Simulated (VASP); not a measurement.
Here is the system:

```
ZnS
1.0
    1.90120    -3.29298     0.00000
    1.90120     3.29298     0.00000
    0.00000     0.00000     6.22939
Zn S
2 2
Direct
  0.66667   0.33333   0.50015
  0.33333   0.66667   0.00015
  0.66667   0.33333   0.87485
  0.33333   0.66667   0.37485
```

Level of theory: PBE GGA with D3 dispersion (Becke-Johnson damping), VASP's PBE PAW potentials (set 64) (plane waves; VASP). Settings: 520 eV cut-off, 6×6×4 Γ-centred mesh, Gaussian smearing of 0.050 eV, potentials Zn S.

Q: Estimate the energy per atom (σ→0), band gap (on the k-mesh) with the smallest direct gap where there is one.

A: 
```yaml
band gap (on the k-mesh): 2.24 eV
smallest direct gap (on the k-mesh): 2.24 eV
energy per atom (σ→0): -3.728 eV/atom
```

The compound is ZnS in the wurtzite structure, the high-temperature form. It was relaxed first. The start is the result of an earlier pass.
